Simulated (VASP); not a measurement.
An input for Quantum ESPRESSO's pw.x (written as the equivalent of a VASP run, and not itself run):

```
&CONTROL
  calculation = 'vc-relax'
  pseudo_dir = './pseudo'
  outdir = './out'
  tprnfor = .true.
  tstress = .true.
  nstep = 60
  forc_conv_thr = 0.00078
/
&SYSTEM
  ibrav = 0
  nat = 3
  ntyp = 2
  ecutwfc = 66
  occupations = 'smearing'
  smearing = 'gaussian'
  degauss = 0.003675
  input_dft = 'vdw-df-obk8'
/
&ELECTRONS
  conv_thr = 7.3e-08
  electron_maxstep = 100
/
&IONS
/
&CELL
/
ATOMIC_SPECIES
  Zr 91.224 Zr.upf
  S 32.060 S.upf
CELL_PARAMETERS angstrom
     3.6801792    0.0000000   -0.0000000
    -1.8400896    3.1871287    0.0000000
    -0.0000000    0.0000000    5.8262105
ATOMIC_POSITIONS crystal
  Zr   0.0000000  0.0000000  0.0000000
  S    0.3333330  0.6666670  0.2496907
  S    0.6666670  0.3333330  0.7503093
K_POINTS automatic
  6 6 4 0 0 0
```

**Question.** Write the VASP files for the same calculation (optB88-vdW).

**Answer.** This is not unique; one that fits is 
**INCAR**
```
! general
SYSTEM   = ZrS2
PREC     = Accurate
ENCUT    = 480
LREAL    = F
LASPH    = T

! electronic loop
EDIFF    = 1E-6
NELM     = 100
ALGO     = Normal
LMAXMIX  = 4

! smearing
ISMEAR   = 0
SIGMA    = 0.05

! functional
GGA      = BO
LUSE_VDW = T
AGGAC    = 0.0
PARAM1   = 0.1833333333
PARAM2   = 0.22

! ions
IBRION   = 2
NSW      = 60
ISIF     = 3
EDIFFG   = -0.02

! output
LWAVE    = F
LCHARG   = F
```

POSCAR:
```
ZrS2
1
    3.6801792113     0.0000000000    -0.0000000000
   -1.8400896056     3.1871287100     0.0000000000
   -0.0000000000     0.0000000000     5.8262105308
Zr S
1 2
Direct
  0.0000000000   0.0000000000   0.0000000000
  0.3333330000   0.6666670000   0.2496907351
  0.6666670000   0.3333330000   0.7503092649
```

**KPOINTS**
```
Regular mesh
0
G
 6 6 4
```

POTCAR, in this order: Zr_sv S (PBE.64 set). Program: vasp_std.

Limits of the translation: the potentials are each code's own (VASP's PAW set, PseudoDojo norm-conserving files in pw.x), so ENCUT and ecutwfc are chosen apart and not converted; conv_thr bounds pw.x's estimated SCF error, while EDIFF bounds the energy change between steps; forc_conv_thr acts on force components and is met together with etot_conv_thr.

The compound is ZrS2 in the 1T layered structure. It was relaxed first. The start is the result of an earlier pass.
